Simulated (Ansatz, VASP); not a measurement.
**GaN in two plane-wave programs**

Aim: how closely do two programs agree when they are given the same cell, functional and k mesh? The cell is taken from a series of runs on this material, whose earlier steps may have relaxed, scaled, displaced or heated it; both programs get it as it stands.

Calculated with Ansatz 0.2.0; plane waves, with VASP 6.6.1 beside it; single point at HSE06.

## 1. The starting structure

Symmetry: F-43m, No. 216, cubic system. The conventional cell has a = 4.528 Å, b = 4.528 Å, c = 4.528 Å, α = 90.00°, β = 90.00°, γ = 90.00°. Ga has 4 N at 1.96 Å nearest. Nearest to N lie 4 Ga at 1.96 Å. Farther neighbours and most contacts between anions are not listed.

## 2. Ansatz: single point, HSE06

Ansatz runs on its PAW soft_1 files.

With cell and atoms fixed, the geometry can't cause a difference; cores, projectors, grids and the points listed under the comparison can.

The input, input.yaml:

```yaml
crystal:
  lattice:
    - [0.0, 2.2639944957, 2.2639944957]
    - [2.2639944957, 0.0, 2.2639944957]
    - [2.2639944957, 2.2639944957, 0.0]
  atoms:
    - { symbol: Ga, position: [0.0, 0.0, 0.0] }
    - { symbol: "N", position: [0.75, 0.75, 0.75] }
kpoints:
  mp_grid: { grid: [7, 7, 7] }
scf:
  occupations: { method: fermi_dirac, width: 0.02 }
hamiltonian:
  xc: hse06
  pseudopotentials: { kind: paw, azcp: { folder: soft_1 } }
basis:
  ecutwfc: 600
output:
  forces: true
  stress: true
```

Launch:

```sh
$ ansatz run input.yaml --threads 8 --pin off --max-ram 18432MiB --backend cpu --events-out ev --progress --plain --runs-dir out
```

Numbers of over 12 decimals in the logs are rounded to 6 here.

Output:

```text
Warning: output.stress: scf.convergence.dr2_threshold = 1e-7 eV (the SCF's general default) is looser than the 2e-10 eV advised for a printed stress (1e-10 eV for each atom of the cell: 2). What an SCF threshold leaves in a stress goes as its square root, and in the free energy as the threshold itself, and one threshold admits the most on a small cell: [figures from the program's tests cut] Set scf.convergence.dr2_threshold to 2e-10 eV or tighter. The threshold is an SCF's pass mark: one that does not reach it within its budget of iterations ends unconverged, or closes short of it on a stop that the run arms, and scf.convergence.dr2_threshold's page says what that costs each kind of run
Warning: output.stress: scf.exx.energy_threshold = 1e-6 eV is looser than the 2e-8 eV advised for a stress under a hybrid functional (1e-8 eV for each atom of the cell: 2). Every SCF of the exchange loop can meet its threshold on dr2 while the loop round them stops early: no threshold on dr2 bounds what that leaves in the stress. Set scf.exx.energy_threshold to 2e-8 eV or tighter. The threshold is the loop's pass mark: a loop that does not reach it within its budget of cycles ends unconverged, and scf.exx.energy_threshold's page has the law
Engine: ansatz 0.2.0, aarch64-unknown-linux-gnu
Pseudopotentials: kind: paw
Pseudopotential: Ga, paw, valence charge 13, recommended cutoff 420 eV (normal), soft_1/Ga.paw.azcp
Pseudopotential: N, paw, valence charge 5, recommended cutoff 420 eV (normal), soft_1/N.paw.azcp
Functional definition: HSE06
  parameter a = 0.25
  parameter omega = 0.11/bohr
  exchange = pbe_x - a*pbe_x_sr(omega) + a*exact_x_sr(omega)
  correlation = pbe_c
Crystal: 2 atoms, lattice volume = 23.209 Å³
Basis set: ecut = 600 eV, 749 PW (Γ), exchange–correlation on 54×54×54 points (8 copies of the dense FFT grid, shifted against one another)
Bands: 13, of which v1, the nominal top of the filled ones, is band 9 counted from 1 (8 counted from 0)
Symmetry: 24 space group operations
Space group: F-43m (ITA 216), of the structure as read, at distance tolerance 2.9e-5 Å
k-points: 20 of 343 (time reversal used)
Non-local potential: Ga, projectors of the file, l = 0: 2, l = 1: 2, l = 2: 3, l = 3: 1
Non-local potential: N, projectors of the file, l = 0: 2, l = 1: 2, l = 2: 1
PAW form: soft (Blöchl's): semilocal exchange-correlation on the pseudo side does not see the compensation charge
PAW frozen core: Ga, regenerated for the run's functional, and the local potential with it (the file was generated under x = pbe(κ = 0.804, μ = 0.219515), c = pbe(β = 0.066725))
PAW frozen core: N, regenerated for the run's functional, and the local potential with it (the file was generated under x = pbe(κ = 0.804, μ = 0.219515), c = pbe(β = 0.066725))
PAW one-centre angular grid: Ga, 590 points (default); XC on 64 Gauss nodes
PAW one-centre angular grid: N, 110 points (default); XC on 64 Gauss nodes
Initial density: superposition of atomic densities (chi_scale 0.1, normalization cell, long waves kept (reshape's long-wave potential 0.00 eV rms))
Initial wavefunctions: pseudopotential atomic-orbital guess
Functional: x = pbe(κ = 0.804, μ = 0.219515), c = pbe(β = 0.066725), warm-up for x = pbe(κ = 0.804, μ = 0.219515) + 0.25 (exact − pbe) at short range (hse, ω = 0.207870 Å⁻¹), c = pbe(β = 0.066725); HSE06 as pw.x's `hse` composes it (authors' and Libxc's form: `xc: wpbeh`)
SCF iter   1: F=—  HF=-4168.557750 eV  |F-HF|=—  |Δ(HF+E_count)|=         —  Δρ=1.11e-1  dr2=2.48e0  ethr=1.00e-1  ⟨swp⟩=4.8  Hψ=746  notcnv=0
preconditioner: auto → none  [insulator: Δε(μ)=2.458 eV  Ē_g=19.015 eV  σ=0.020 eV  W_gap=1.00  n_scr=8 (ndim 8)  ℏωp=32.7 eV  f_vac=0.000  D(μ)=0.00/eV (n_scr^D=0)]
SCF iter   2: F=—  HF=-4167.986016 eV  |F-HF|=—  |Δ(HF+E_count)|=   5.72e-1  Δρ=4.53e-2  dr2=3.80e-1  ethr=1.38e-2  ⟨swp⟩=2.5  Hψ=537  notcnv=0
iter 3 solved again at ethr=2.28e-5 eV; its pass at ethr=2.11e-3 eV (dr2=4.11e-3 eV) is discarded
SCF iter   3: F=—  HF=-4167.920859 eV  |F-HF|=—  |Δ(HF+E_count)|=   6.52e-2  Δρ=6.34e-3  dr2=3.63e-3  ethr=2.28e-5  ⟨swp⟩=4.0  Hψ=1433  notcnv=0
eigensolver tolerance schedule: the retry pair's looser diagonalisation over-reported the residual by 0.13 of it (diagonalisation noise at 0.13 of the residual, at the tolerance the schedule requests for it); recorded, not acted on — ethr = c·dr2/N_el stays at c = 1.0e-1
SCF iter   4: F=—  HF=-4167.918090 eV  |F-HF|=—  |Δ(HF+E_count)|=   2.77e-3  Δρ=2.78e-3  dr2=9.60e-4  ethr=2.02e-5  ⟨swp⟩=4.0  Hψ=887  notcnv=0
SCF iter   5: F=-4167.917770 eV  HF=-4167.917737 eV  |F-HF|=3.21e-5  |Δ(HF+E_count)|=   3.53e-4  Δρ=6.62e-4  dr2=4.55e-5  ethr=5.33e-6  ⟨swp⟩=4.0  Hψ=713  notcnv=0
SCF 1 stopped early in 5 iterations: F = -4167.917770 eV  dr2 = 4.55e-5
  greatest PAW one-centre occupation: 0.995 electrons in one spin orbital (limit 2), on the Ga atom at site 0 (counted from 0), in its partial waves of l = 2
Initial density: handed on by an earlier stage of this run
Initial wavefunctions: those handed on with the density
Functional: x = pbe(κ = 0.804, μ = 0.219515) + 0.25 (exact − pbe) at short range (hse, ω = 0.207870 Å⁻¹), c = pbe(β = 0.066725); HSE06 as pw.x's `hse` composes it (authors' and Libxc's form: `xc: wpbeh`)
Exchange kernel: α = 0.2500, screened, ω = 0.2079 Å⁻¹, Wigner–Seitz truncation, v(0) = 1046.1674 eV·Å³, q-mesh 7×7×7, nearest image of the exchange supercell L = 22.41 Å, pair-density grid 15×15×15, without the augmentation charges, whose exchange is taken in its separable form by FFT convolution over the k-point mesh (sized by the pseudopotential files, 24×24×24 at the most), smooth part of the exact exchange by density-matrix convolution
Frozen-core exchange: fock
SCF iter   1: F=—  HF=-4168.399005 eV  |F-HF|=—  |Δ(HF+E_count)|=         —  Δρ=1.94e-2  dr2=3.46e-2  ethr=2.53e-6  ⟨swp⟩=5.5  Hψ=1294  notcnv=0
preconditioner: auto → none  [insulator: Δε(μ)=2.807 eV  Ē_g=21.859 eV  σ=0.020 eV  W_gap=1.00  n_scr=8 (ndim 8)  ℏωp=32.7 eV  f_vac=0.001  D(μ)=0.00/eV (n_scr^D=0)]
SCF iter   2: F=—  HF=-4168.385500 eV  |F-HF|=—  |Δ(HF+E_count)|=   1.35e-2  Δρ=4.53e-3  dr2=7.95e-3  ethr=2.53e-6  ⟨swp⟩=4.8  Hψ=986  notcnv=0
SCF iter   3: F=—  HF=-4168.383853 eV  |F-HF|=—  |Δ(HF+E_count)|=   1.65e-3  Δρ=1.71e-3  dr2=1.17e-3  ethr=2.53e-6  ⟨swp⟩=4.0  Hψ=892  notcnv=0
SCF iter   4: F=—  HF=-4168.392160 eV  |F-HF|=—  |Δ(HF+E_count)|=   8.31e-3  Δρ=1.38e-3  dr2=2.17e-4  ethr=1.65e-6  ⟨swp⟩=4.0  Hψ=975  notcnv=0
SCF iter   5: F=—  HF=-4168.392056 eV  |F-HF|=—  |Δ(HF+E_count)|=   1.03e-4  Δρ=2.11e-4  dr2=1.67e-5  ethr=1.10e-6  ⟨swp⟩=3.0  Hψ=558  notcnv=0
SCF iter   6: F=-4168.392143 eV  HF=-4168.392148 eV  |F-HF|=4.86e-6  |Δ(HF+E_count)|=   9.19e-5  Δρ=2.77e-4  dr2=8.20e-6  ethr=2.60e-8  ⟨swp⟩=4.0  Hψ=810  notcnv=0
SCF 2 stopped early in 6 iterations: F = -4168.392143 eV  dr2 = 8.20e-6
hybrid outer 1: dexx = +8.865e-3 eV, tail = 5.14e-5 eV
Exchange kernel: α = 0.2500, screened, ω = 0.2079 Å⁻¹, Wigner–Seitz truncation, v(0) = 1046.1674 eV·Å³, q-mesh 7×7×7, nearest image of the exchange supercell L = 22.41 Å, pair-density grid 15×15×15, without the augmentation charges, whose exchange is taken in its separable form by FFT convolution over the k-point mesh (sized by the pseudopotential files, 24×24×24 at the most), smooth part of the exact exchange by density-matrix convolution
Frozen-core exchange: fock
SCF iter   1: F=—  HF=-4168.391840 eV  |F-HF|=—  |Δ(HF+E_count)|=         —  Δρ=6.28e-5  dr2=5.92e-7  ethr=1.43e-6  ⟨swp⟩=3.5  Hψ=603  notcnv=0
preconditioner: auto → none  [insulator: Δε(μ)=2.856 eV  Ē_g=21.681 eV  σ=0.020 eV  W_gap=1.00  n_scr=8 (ndim 8)  ℏωp=32.7 eV  f_vac=0.002  D(μ)=0.00/eV (n_scr^D=0)]
SCF iter   2: F=—  HF=-4168.391843 eV  |F-HF|=—  |Δ(HF+E_count)|=   2.24e-6  Δρ=2.89e-5  dr2=1.57e-7  ethr=2.40e-9  ⟨swp⟩=4.2  Hψ=820  notcnv=0
SCF iter   3: F=-4168.391843 eV  HF=-4168.391843 eV  |F-HF|=9.26e-9  |Δ(HF+E_count)|=   9.49e-9  Δρ=1.00e-5  dr2=9.26e-9  ethr=6.84e-10  ⟨swp⟩=3.0  Hψ=504  notcnv=0
SCF 3 converged in 3 iterations: F = -4168.391843 eV  dr2 = 9.26e-9
  Residual-converged pass: ⟨swp⟩=3.3  Hψ=671  notcnv=0  max |occ|·‖R‖ = 2.4e-6 eV (tolerance 2.4e-6 eV)  dr2=9.27e-9  dr2_onsite=3.12e-9  max |Δocc| = 0.0e0
hybrid outer 2: dexx = +7.536e-7 eV, tail = 3.73e-8 eV, Δε = 1.83e-3 eV (about 6.79e-5 eV left of the loop's levels)
hybrid SCF converged: 2 outer / 9 inner (+5 warm-up), last move |dexx| = 7.54e-7 eV, tail = 3.73e-8 eV
Stability not checked: this state was not tested for a lower state beside it, because the functional holds exact exchange (a hybrid, or Hartree-Fock), whose exchange loop this test does not read (fock_operator; see scf.lower_state_search)
Free energy (F): -4168.391843 eV
Frozen-core exchange: fock
Harris-Foulkes:  -4168.391843 eV  (|F-HF|=9.26e-9)
Internal energy: -4168.391843 eV  (E = F + TS)
E sigma→0 (E₀):  -4168.391843 eV
Fermi energy:    10.041436 eV
--- Per-component energies (eV) ---
  E_band       = -50.250908
  E_kinetic    = 239.223200
  E_local      = -1428.346906  (includes V_loc(G=0)·N_el)
  E_nonlocal   = -54.274181
  E_hartree    = 904.848433
  E_xc         = -98.245157
  E_vxc        = -104.323301  (∫ρ·V_xc dr)
  E_exx        = -61.917136  (= α·E_x^exact, valence–valence)
  E_paw        = -2089.693210  (= ΣΔE_a)
  E_vpaw       = -388.390655  (= ΣTr[D̂ρ^β])
  E_aug_tail   = 0.000010  (compensation charges beyond the density's cutoff)
  E_ewald      = -1580.077001
  E_core_change = 0.090104  (= ΣΔE_core)
  E_smearing   = -0.000000  (= −TS)
  E_closure    = 0.000001  (closes the sum)
  Σ components = -4168.391843   (vs F -4168.391843, Δ=-1.82e-12)
--- Forces (eV/Å), atoms counted from 1 ---
  atom   1  Ga     0.00000000    -0.00000000    -0.00000000
  atom   2  N      0.00000000     0.00000000    -0.00000000
  max |Σ_I F_I| component: 3.15e-16 eV/Å
--- Stress (GPa, compression-positive) ---
       -3.750918       0.000000      -0.000000
       -0.000000      -3.750918       0.000000
       -0.000000       0.000000      -3.750918
  P = ⅓ Tr σ = -3.7509 GPa (-37.509 kbar)
--- Band table (eV; the first three rows and the last of 20) ---
  k-point 0: bands = ["-8.7119", "-7.0757", "-7.0757", "-7.0757", "-6.7761", "-6.7761", "8.6026", "8.6026", "8.6026", "11.4583"]
  k-point 1: bands = ["-8.5419", "-7.0523", "-7.0523", "-6.9246", "-6.7777", "-6.7777", "6.6978", "8.3847", "8.3847", "12.8429"]
  k-point 2: bands = ["-8.3000", "-7.0117", "-7.0117", "-6.7683", "-6.7683", "-6.2643", "3.7893", "7.9420", "7.9420", "14.1843"]
  k-point 19: bands = ["-8.1495", "-6.9457", "-6.8964", "-6.7983", "-6.7602", "-4.3243", "2.5466", "4.2096", "5.6984", "15.8754"]
  guard bands above this table: 3 of the run's 13 bands. The solve was not asked for them (output.publish_guard_bands: true or output.eigenvalues: true publishes all)
```

The run ends at a pressure of -3.75 GPa.

## 3. VASP: single point, HSE06

The same cell, functional, mesh and smearing now go to VASP, with its own data sets.

Lines of VASP's logs that name or quote its potential files are left out, and so is its time.

The run reads the wave functions of an earlier VASP run, which isn't shown here.

The input, INCAR:

```
SYSTEM = GaN
PREC = Accurate
ENCUT = 520
EDIFF = 1E-06
NELM = 100
ISMEAR = -1
SIGMA = 0.02
LREAL = .FALSE.
ALGO = Normal
LHFCALC = .TRUE.
AEXX = 0.25
GGA = PE
HFSCREEN = 0.208
LASPH = .TRUE.
NBANDS = 15
PRECFOCK = Fast
LORBIT = 11
LWAVE = .FALSE.
LCHARG = .FALSE.
KPAR = 8
ISIF = 2
```

The input, POSCAR:

```
GaN
1.0
    0.0000000000      2.2639944957      2.2639944957
    2.2639944957      0.0000000000      2.2639944957
    2.2639944957      2.2639944957      0.0000000000
Ga N
1 1
Direct
    0.0000000000      0.0000000000      0.0000000000
    0.7500000000      0.7500000000      0.7500000000
```

The input, KPOINTS:

```
Automatic mesh
0
Gamma
7 7 7
0 0 0
```

PAW data sets: Ga_d and N (PBE family, release 64).

Launch:

```sh
$ mpirun -np 8 vasp_std
```

Output:

```text
[banner, memory and clock lines left out]
running    8 mpi-ranks, on    1 nodes
 distrk:  each k-point on    1 cores,    8 groups
 distr:  one band on    1 cores,    1 groups

 POSCAR found type information on POSCAR GaN
 POSCAR found :  2 types and       2 ions
|                                                                             |
|           W    W    AA    RRRRR   N    N  II  N    N   GGGG   !!!           |
|           W    W   A  A   R    R  NN   N  II  NN   N  G    G  !!!           |
|           W    W  A    A  R    R  N N  N  II  N N  N  G       !!!           |
|           W WW W  AAAAAA  RRRRR   N  N N  II  N  N N  G  GGG   !            |
|           WW  WW  A    A  R   R   N   NN  II  N   NN  G    G                |
|           W    W  A    A  R    R  N    N  II  N    N   GGGG   !!!           |
|                                                                             |
|     For optimal performance we recommend to set                             |
|       NCORE = 2 up to number-of-cores-per-socket                            |
|     NCORE specifies how many cores store one orbital (NPAR=cpu/NCORE).      |
|     This setting can greatly improve the performance of VASP for DFT.       |
|     The default, NCORE=1 might be grossly inefficient on modern             |
|     multi-core architectures or massively parallel machines. Do your        |
|     Unfortunately you need to use the default for GW and RPA                |
|     calculations (for HF NCORE is supported but not extensively tested      |
|     yet).                                                                   |
|                                                                             |

 LDA part: xc-table for (Slater+PW92), standard interpolation
 found WAVECAR, reading the header
 POSCAR, INCAR and KPOINTS ok, starting setup
 FFT: planning ... GRIDC
 FFT: planning ... GRID_SOFT
 FFT: planning ... GRID
 reading WAVECAR
 the WAVECAR file was read successfully
 initial charge from wavefunction
 entering main loop
       N       E                     dE             d eps       ncg     rms          rms(c)
DAV:   1    -0.147410494667E+02   -0.14741E+02   -0.53182E-01   860   0.241E+01    0.615E-01
DAV:   2    -0.147373409958E+02    0.37085E-02   -0.43802E-02   771   0.561E+00    0.399E-01
DAV:   3    -0.147352376917E+02    0.21033E-02   -0.59038E-03   810   0.196E+00    0.209E-01
DAV:   4    -0.147349398583E+02    0.29783E-03   -0.11712E-03   857   0.461E-01    0.101E-01
DAV:   5    -0.147348473817E+02    0.92477E-04   -0.69653E-05   756   0.107E-01    0.590E-02
DAV:   6    -0.147348125578E+02    0.34824E-04   -0.13446E-05   726   0.391E-02    0.341E-02
DAV:   7    -0.147348004640E+02    0.12094E-04   -0.44565E-06   726   0.213E-02    0.200E-02
DAV:   8    -0.147347956830E+02    0.47811E-05   -0.11704E-06   538   0.147E-02    0.120E-02
DAV:   9    -0.147347941835E+02    0.14995E-05   -0.66484E-07   405   0.101E-02    0.741E-03
DAV:  10    -0.147347936926E+02    0.49091E-06   -0.36154E-07   398   0.616E-03
   1 F= -.14734794E+02 E0= -.14734794E+02  d E =-.116186E-10
```

OUTCAR, selected parts (step 3):

```text
ion  position               nearest neighbor table
   1  0.000  0.000  0.000-   2 1.96   2 1.96   2 1.96   2 1.96
   2  0.750  0.750  0.750-   1 1.96   1 1.96   1 1.96   1 1.96

  LATTYP: Found a face centered cubic cell.
 ALAT       =     4.5279889914

 Subroutine GETGRP returns: Found 24 space group operations
 (whereof 24 operations were pure point group operations)

The static configuration has the point symmetry T_d .

 Found     20 irreducible k-points:

   k-points           NKPTS =     20   k-points in BZ     NKDIM =    343   number of bands    NBANDS=     15

   dimension x,y,z NGX =    24 NGY =   24 NGZ =   24
   dimension x,y,z NGXF=    48 NGYF=   48 NGZF=   48

   ENCUT  =  520.0 eV  38.22 Ry    6.18 a.u.   5.95  5.95  5.95*2*pi/ulx,y,z

   NELECT =      18.0000    total number of electrons

 k-points in reciprocal lattice and weights: Automatic mesh
   0.00000000  0.00000000  0.00000000       0.003
   0.14285714  0.00000000  0.00000000       0.023
   0.28571429  0.00000000  0.00000000       0.023
   0.42857143  0.00000000  0.00000000       0.023
   0.14285714  0.14285714  0.00000000       0.017
   0.28571429  0.14285714  0.00000000       0.070
   0.42857143  0.14285714  0.00000000       0.070
  -0.42857143  0.14285714  0.00000000       0.070
  -0.28571429  0.14285714  0.00000000       0.070
[...]
-0.42857143  0.42857143  0.14285714       0.070
  -0.28571429  0.42857143  0.14285714       0.070

  exchange ACFDT corr.  =         0.00000000  see jH, gK, PRB 81, 115126

 average (electrostatic) potential at core
       1 -56.6615       2 -57.1790

 E-fermi :   4.7221

 k-point     1 :       0.0000    0.0000    0.0000
  band No.  band energies     occupation
    ...
      5     -10.9543      2.00000
      6     -10.9543      2.00000
      7       4.3166      2.00000
      8       4.3166      2.00000
      9       4.3166      2.00000
     10       7.1848      0.00000
     11      16.1321      0.00000
     12      16.1322      0.00000
     13      16.1322      0.00000
     14      23.5021      0.00000
    ...

 k-point     2 :       0.1429    0.0000    0.0000
  band No.  band energies     occupation
    ...
      5     -10.9559      2.00000
      6     -10.9559      2.00000
      7       2.4130      2.00000
      8       4.0982      2.00000
      9       4.0982      2.00000
     10       8.5670      0.00000
     11      15.2744      0.00000
     12      16.4487      0.00000
     13      16.4487      0.00000
     14      22.8422      0.00000
    ...

 k-point     3 :       0.2857    0.0000    0.0000
  band No.  band energies     occupation
    ...
      5     -10.9463      2.00000
      6     -10.4842      2.00000
      7      -0.4977      2.00000
      8       3.6547      2.00000
      9       3.6547      2.00000
     10       9.9052      0.00000
     11      14.5469      0.00000
     12      16.5676      0.00000
     13      16.5676      0.00000
     14      21.5789      0.00000
    ...

  Total       -0.5557837     -0.5557837     -0.5557837     -0.0000000     -0.0000000      0.0000000
  in kB      -38.3672156    -38.3672156    -38.3672156     -0.0000000     -0.0000000      0.0000000
  external PRESSURE =     -38.3672156 kB  Pullay stress =       0.0000000 kB

  energy-cutoff  :      520.00
  volume of cell :       23.21
      direct lattice vectors                 reciprocal lattice vectors
     0.000000000  2.263994496  2.263994496    -0.220848593  0.220848593  0.220848593
     2.263994496  0.000000000  2.263994496     0.220848593 -0.220848593  0.220848593
     2.263994496  2.263994496  0.000000000     0.220848593  0.220848593 -0.220848593

 POSITION                                       TOTAL-FORCE (eV/Angst)
 -----------------------------------------------------------------------------------
      0.00000      0.00000      0.00000         0.000000      0.000000     -0.000000
      3.39599      3.39599      3.39599        -0.000000     -0.000000      0.000000
 -----------------------------------------------------------------------------------
    total drift:                               -0.000009      0.000008      0.000000

  FREE ENERGIE OF THE ION-ELECTRON SYSTEM (eV)
  ---------------------------------------------------
  free  energy   TOTEN  =       -14.7347936926 eV

  energy  without entropy=      -14.7347936926  energy(sigma->0) =      -14.73479369

 total charge
# of ion       s       p       d       tot
------------------------------------------
    1        0.751   0.877  10.190  11.818
    2        1.221   2.526   0.000   3.747
--------------------------------------------------
tot          1.973   3.402  10.190  15.565

[... 3 further parts left out ...]
```

The run ends at a pressure of -3.84 GPa.

## 4. Comparison

Known differences besides the potentials themselves: exact exchange at q = 0 is treated differently, which shows on coarse meshes; VASP keeps PBE cores, Ansatz makes them for the functional; the cutoff is 600 eV in Ansatz and 520 eV in VASP; VASP takes a coarser grid for exact exchange (PRECFOCK = Fast). Total energies have different zeros and are not compared.

The two programs side by side:

| quantity | Ansatz | VASP | difference |
| --- | --- | --- | --- |
| pressure (GPa) | -3.75 | -3.84 | +0.09 |
| gap on the k mesh (eV) | 2.856 | 2.868 | -0.013 |

A gap on the mesh is an upper bound, since the band edges may lie between its points.

## 5. What came out

| Quantity | Value |
| --- | --- |
| difference in gap on the k mesh (single point, HSE06) | -0.013 eV |

The difference in gap on the k mesh is -0.013 eV (single point, HSE06), within the 0.08 eV picked in this series as the mark of a large difference. Such differences can come from data sets, numerical settings and the points named under the comparisons, not from the functional's error against experiment.

[Lines on the potential files, build, host, timing and source positions are cut from VASP's logs without a mark.]

[Logs are printed without paths, hosts, clocks, repeated set-up lines and the standing remarks that a program may print on its own settings, such as how far it seeks lower states.]

[Hosts, paths, dates, database ids (printed as entryN), source tags and the programs' standing remarks are cut or masked in the printed files.]
